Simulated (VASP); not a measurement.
Level of theory: PBE GGA, VASP's PBE PAW potentials (set 64) (plane waves; VASP 6.6.1).

Input for VASP

File KPOINTS:
```
Automatic
0
gamma
 1 1 1
```

**POSCAR**
```
OSi62
1
   10.9370747000     0.0000000000     0.0000000000
    0.0000000000    10.9370747000     0.0000000000
    0.0000000000     0.0000000000    10.9370747000
Si O
62 1
Direct
  0.4994152844   0.9988275523   0.0006022744
  0.6277025865   0.1241465987   0.1258137809
  0.7494357643   0.2501663968   0.9977339581
  0.8749607084   0.3732308010   0.1248539455
  0.7547017926   0.9970856115   0.2451211302
  0.8736659181   0.1245447763   0.3719966426
  0.0006044956   0.9992177637   0.9990682919
  0.1264928087   0.1240610937   0.1259923200
  0.2541877062   0.2504659599   0.0053635443
  0.3872353492   0.3724557582   0.1390809405
  0.5010981630   0.4967952540   0.0026373835
  0.6269080472   0.6227648780   0.1264845287
  0.7505152656   0.7458523923   0.9962429395
  0.8780269844   0.8692446792   0.1217144833
  0.2523476974   0.9989666263   0.2501191991
  0.3772790948   0.1241386591   0.3788445813
  0.5183826217   0.2461646480   0.2667021459
  0.7509388036   0.4957192379   0.2495166881
  0.8737760398   0.6231999708   0.3731763795
  0.4975838867   0.9944458767   0.5022671530
  0.6210433094   0.1246294726   0.6220887772
  0.7325954389   0.2471276616   0.4806419270
  0.8606624643   0.3727587655   0.6123716489
  0.7494545933   0.9991981715   0.7472305798
  0.8735759138   0.1241266996   0.8733351481
  0.9998596342   0.4997609634   0.0000109376
  0.1322398545   0.6184861007   0.1316877958
  0.2499598008   0.7456344800   0.0018166531
  0.3754122508   0.8722177239   0.1255562969
  0.0021187607   0.2500886845   0.2502053641
  0.1282776810   0.3731026965   0.3778754906
  0.2651770128   0.4998989533   0.2660941043
  0.3939013108   0.6317746397   0.3931237208
  0.5033013719   0.7499508542   0.2503237674
  0.6275766625   0.8773371607   0.3722859647
  0.9988048841   0.9992860312   0.5004292060
  0.1225717169   0.1250950608   0.6253348715
  0.2519280305   0.2489781439   0.5047992027
  0.3777709460   0.3753728246   0.6219360370
  0.6066323809   0.6316303355   0.6057551362
  0.7495064436   0.7501212268   0.4966596874
  0.8741384836   0.8725284802   0.6245150281
  0.2464171140   0.0011067473   0.7533277780
  0.3746236803   0.1250227589   0.8770196267
  0.4950654143   0.2490880395   0.7477481150
  0.6219859650   0.3731758241   0.8714664889
  0.7338946342   0.5000481254   0.7346996143
  0.8682293187   0.6185294955   0.8676432659
  0.0036852778   0.7461156959   0.2492438081
  0.1259000287   0.8741025452   0.3760659786
  0.9974397098   0.4970126907   0.4988444145
  0.1236404715   0.6201926277   0.6269968216
  0.2484271384   0.7479829767   0.5037538102
  0.3697030967   0.8744312989   0.6301555268
  0.9941752161   0.2505888815   0.7456126379
  0.1242473590   0.3746946665   0.8755244682
  0.2514476555   0.4933676682   0.7485136472
  0.3730841900   0.6200447070   0.8762675293
  0.4960378298   0.7477754742   0.7512086604
  0.6238481911   0.8737574556   0.8735880879
  0.9979408038   0.7458863741   0.7499387039
  0.1235847776   0.8711370767   0.8763612289
  0.5074811639   0.5924452055   0.4922511322
```

**INCAR**
```
SYSTEM = OSi62
PREC = Normal; ENCUT = 400; LREAL = Auto
LASPH = .TRUE.; ISYM = 0; NELECT = 255.0
EDIFF = 1E-6; NELM = 100; NELMIN = 4
ALGO = Fast
ISMEAR = 0; SIGMA = 0.05
GGA = PE
ISPIN = 2; MAGMOM = 63*0.0159; NUPDOWN = 1
LWAVE = .TRUE.; LCHARG = .FALSE.; LORBIT = 11
LHYPERFINE = .TRUE.
```

POTCAR, in this order: Si O (PBE.64 set). Program: vasp_gam. Read from the step before: WAVECAR.

The resulting files:

### OSZICAR
```
       N       E                     dE             d eps       ncg     rms          rms(c)
DAV:   1    -0.329101955032E+03   -0.32910E+03   -0.15134E-05   864   0.103E-02    0.367E-03
RMM:   2    -0.329101954011E+03    0.10207E-05   -0.42825E-06   538   0.423E-03    0.154E-03
RMM:   3    -0.329101953949E+03    0.62024E-07   -0.31382E-06   563   0.247E-03    0.119E-03
RMM:   4    -0.329101953968E+03   -0.18641E-07   -0.40834E-07   408   0.130E-03
   1 F= -.32910195E+03 E0= -.32910189E+03  d E =-.123116E-03  mag=     1.0000
```

OUTCAR:
```
------------------------ aborting loop because EDIFF is reached ----------------------------------------
  FORCE on cell =-STRESS in cart. coord.  units (eV):
  Direction    XX          YY          ZZ          XY          YZ          ZX
  --------------------------------------------------------------------------------------
  Total        0.0620958     11.3191954     -0.0140066     -0.9514894      1.0764017    -12.0424817
  in kB        0.0760447     13.8618950     -0.0171530     -1.1652283      1.3182003    -14.7476574
  external PRESSURE =       4.6402623 kB  Pullay stress =       0.0000000 kB
  volume of cell :     1308.29
      direct lattice vectors                 reciprocal lattice vectors
    10.937074700  0.000000000  0.000000000     0.091432127  0.000000000  0.000000000
     0.000000000 10.937074700  0.000000000     0.000000000  0.091432127  0.000000000
     0.000000000  0.000000000 10.937074700     0.000000000  0.000000000  0.091432127
 POSITION                                       TOTAL-FORCE (eV/Angst)
 -----------------------------------------------------------------------------------
      5.46214     10.92425      0.00659         0.000349      0.002436      0.002378
      6.86523      1.35780      1.37603         0.006977      0.002587      0.016370
      8.19663      2.73609     10.91229         0.001318     -0.000504      0.010840
      9.56951      4.08205      1.36554        -0.002890      0.004823      0.004550
      8.25423     10.90520      2.68091         0.005395     -0.003194     -0.009137
      9.55535      1.36216      4.06856        -0.011311      0.001306     -0.006559
      0.00661     10.92852     10.92688        -0.001072     -0.010535      0.006574
      1.38346      1.35687      1.37799        -0.001816     -0.001685      0.004831
      2.78007      2.73936      0.05866         0.003076      0.005176     -0.005003
      4.23522      4.07358      1.52114         0.004133      0.007120      0.003005
      5.48055      5.43349      0.02885         0.002898      0.006444     -0.002087
      6.85654      6.81123      1.38337        -0.005087     -0.001455     -0.002543
      8.20844      8.15744     10.89598        -0.008486      0.007788      0.006601
      9.60305      9.50699      1.33120        -0.008612      0.009176      0.011103
      2.75995     10.92577      2.73557         0.005047     -0.000251      0.010059
      4.12633      1.35771      4.14345         0.004249      0.008331     -0.001427
      5.66959      2.69232      2.91694        -0.005387      0.008092     -0.005695
      8.21307      5.42172      2.72898        -0.002658     -0.016640     -0.005905
      9.55655      6.81598      4.08146        -0.006092     -0.006039     -0.005248
      5.44211     10.87633      5.49333         0.006659      0.015782     -0.005897
      6.79240      1.36308      6.80383        -0.003233      0.003104      0.000661
      8.01245      2.70285      5.25682         0.010416     -0.002500      0.015224
      9.41313      4.07689      6.69755        -0.000921     -0.002784      0.002580
      8.19684     10.92831      8.17252        -0.007005      0.001078      0.002252
      9.55437      1.35758      9.55173         0.003105     -0.002333     -0.006020
     10.93554      5.46592      0.00012        -0.001327     -0.010370     -0.003778
      1.44632      6.76443      1.44028         0.004715      0.003992     -0.000913
      2.73383      8.15506      0.01987        -0.003774      0.014371     -0.001546
      4.10591      9.53951      1.37322        -0.006665     -0.002913     -0.001571
      0.02317      2.73524      2.73651        -0.007922      0.004669      0.000872
      1.40298      4.08065      4.13285         0.002215      0.009796      0.000453
      2.90026      5.46743      2.91029        -0.001867     -0.001620     -0.007668
      4.30813      6.90977      4.29962         0.011488     -0.012104      0.014764
      5.50464      8.20227      2.73781        -0.003062      0.005734      0.005506
      6.86385      9.59550      4.07172        -0.008655     -0.002902      0.002514
     10.92400     10.92927      5.47323         0.002295     -0.003917     -0.003624
      1.34058      1.36817      6.83933         0.009759     -0.000031      0.000718
      2.75536      2.72309      5.52103        -0.002848     -0.007242     -0.010884
      4.13171      4.10548      6.80216        -0.005019      0.011611      0.008663
      6.63478      6.90819      6.62519        -0.001371     -0.002583      0.001934
      8.19741      8.20413      5.43200        -0.002367     -0.001432      0.004545
      9.56052      9.54291      6.83037         0.004932     -0.012266      0.001193
      2.69508      0.01210      8.23920        -0.005982     -0.006655      0.007509
      4.09729      1.36738      9.59203        -0.006060     -0.006876     -0.006176
      5.41457      2.72429      8.17818         0.010175     -0.006751      0.003352
      6.80271      4.08145      9.53129        -0.004837      0.008813     -0.000736
      8.02666      5.46906      8.03546        -0.008762     -0.002216     -0.005533
      9.49589      6.76490      9.48948         0.004664      0.003062     -0.005941
      0.04031      8.16032      2.72600        -0.007620      0.002920      0.007019
      1.37698      9.56012      4.11306         0.007823     -0.012900     -0.000045
     10.90907      5.43586      5.45590        -0.001571      0.003062      0.000330
      1.35227      6.78309      6.85751         0.004048      0.005649     -0.002628
      2.71707      8.18075      5.50959         0.005885     -0.009168     -0.003563
      4.04347      9.56372      6.89206         0.004300     -0.005499     -0.009707
     10.87337      2.74071      8.15482         0.007088      0.007861     -0.001500
      1.35890      4.09806      9.57568        -0.003481     -0.005171      0.002760
      2.75010      5.39600      8.18655        -0.001943     -0.001297     -0.005858
      4.08045      6.78148      9.58380        -0.001928      0.004811     -0.003916
      5.42520      8.17848      8.21603         0.004743     -0.006451      0.000607
      6.82307      9.55635      9.55450        -0.000624     -0.006894     -0.000040
     10.91455      8.15781      8.20214         0.006584      0.009620      0.004438
      1.35166      9.52769      9.58483         0.001249     -0.007499     -0.008753
      5.55036      6.47962      5.38379         0.006669      0.003461     -0.024306
 -----------------------------------------------------------------------------------
    total drift:                                0.006724     -0.083749      0.025103
  FREE ENERGIE OF THE ION-ELECTRON SYSTEM (eV)
  ---------------------------------------------------
  free  energy   TOTEN  =      -329.1019539676 eV

  energy  without entropy=     -329.1018308515  energy(sigma->0) =     -329.10189241

 total charge

# of ion       s       p       d       tot
------------------------------------------
    1        0.755   0.927   0.000   1.682
    2        0.742   0.939   0.000   1.682
    3        0.739   0.944   0.000   1.683
    4        0.743   0.942   0.000   1.684
    5        0.740   0.953   0.000   1.693
    6        0.742   0.939   0.000   1.682
    7        0.740   0.942   0.000   1.682
    8        0.740   0.945   0.000   1.685
    9        0.746   0.914   0.000   1.660
   10        0.747   0.903   0.000   1.650
   11        0.740   0.944   0.000   1.684
   12        0.742   0.936   0.000   1.677
   13        0.745   0.933   0.000   1.678
   14        0.739   0.946   0.000   1.685
   15        0.743   0.933   0.000   1.677
   16        0.743   0.934   0.000   1.678
   17        0.779   0.828   0.000   1.607
   18        0.783   0.869   0.000   1.652
   19        0.742   0.936   0.000   1.678
   20        0.740   0.949   0.000   1.689
   21        0.743   0.933   0.000   1.677
...
```
(Selected blocks of OUTCAR.)

At this cut-off the stress carries a Pulay error, which pulls relaxed volumes low. The cell is charged, with a uniform compensating background.  The supercell is sampled at Γ alone, which is coarse: total energies, pressure and levels can be off, energies of defects by several tenths of an eV.

The cell is a supercell with a defect, built from Si (diamond): O_Si-vac_Si, charge -1.
